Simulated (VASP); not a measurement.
A VASP calculation is set up with these files.

### INCAR
```
! general
SYSTEM   =  Te
PREC     =  Accurate
ENCUT    =  520   ! plane-wave cut-off (eV)
LREAL    =  F   ! projection in real space or not
LASPH    =  T   ! aspherical one-centre terms

! electronic loop
EDIFF    =  1E-6   ! SCF stop (eV)
NELM     =  100
ALGO     =  Normal   ! blocked Davidson
LMAXMIX  =  4   ! l cut-off of mixed one-centre charges

! smearing
ISMEAR   =  0
SIGMA    =  0.05

! functional
GGA      =  PE   ! PBE
IVDW     =  13   ! D4

! ions
IBRION   =  2
NSW      =  60   ! most ionic steps
ISIF     =  3   ! ions, shape and volume
EDIFFG   =  -0.02   ! ionic stop

! output
LWAVE    =  F
LCHARG   =  F
```

**KPOINTS**
```
Automatic mesh
0
Gamma
5 5 4
0 0 0
```

POSCAR:
```
Te
1.0
  2.1834846715  -3.7819061064   0.0000000000
  2.1834846715   3.7819061064   0.0000000000
  0.0000000000   0.0000000000   5.8948572896
Te
3
direct
  0.0000000000   0.2831446383   0.6666670000
  0.7168553617   0.7168553617   0.0000000000
  0.2831446383   0.0000000000   0.3333330000
```

POTCAR, in this order: Te (PBE.64 set). Program: vasp_std.

Task: Write an equivalent input for Ansatz.

Result: One equivalent input (not run):
Ansatz 0.2 input:
```yaml
crystal:
  lattice:
    - [2.1834847, -3.7819061, 0.0000000]
    - [2.1834847, 3.7819061, 0.0000000]
    - [0.0000000, 0.0000000, 5.8948573]
  atoms:
    - { symbol: Te, position: [0.0000000, 0.2831446, 0.6666670] }
    - { symbol: Te, position: [0.7168554, 0.7168554, 0.0000000] }
    - { symbol: Te, position: [0.2831446, 0.0000000, 0.3333330] }
kpoints:
  mp_grid: { grid: [5, 5, 4] }
hamiltonian:
  xc: pbe
  dispersion: d4
  pseudopotentials: { kind: paw }
scf:
  occupations: { method: gaussian, width: 0.05 }
  max_iter: 100
relax:
  max_steps: 60
  f_tol: 0.02
  cell: {}
output: { forces: true, stress: true, eigenvalues: true }
```
The two are equivalent in intent, not identical: each code has its own PAW files, so the cut-off isn't converted (ENCUT is set for VASP's; basis.ecutwfc is left out, and Ansatz then takes the one that its files recommend); Ansatz stops its SCF on the density residual and VASP on the energy change (EDIFF).

The compound is Te in the trig structure. This run relaxes it. Symmetry was kept, so distortions that lower it aren't found. The start is the result of an earlier pass.
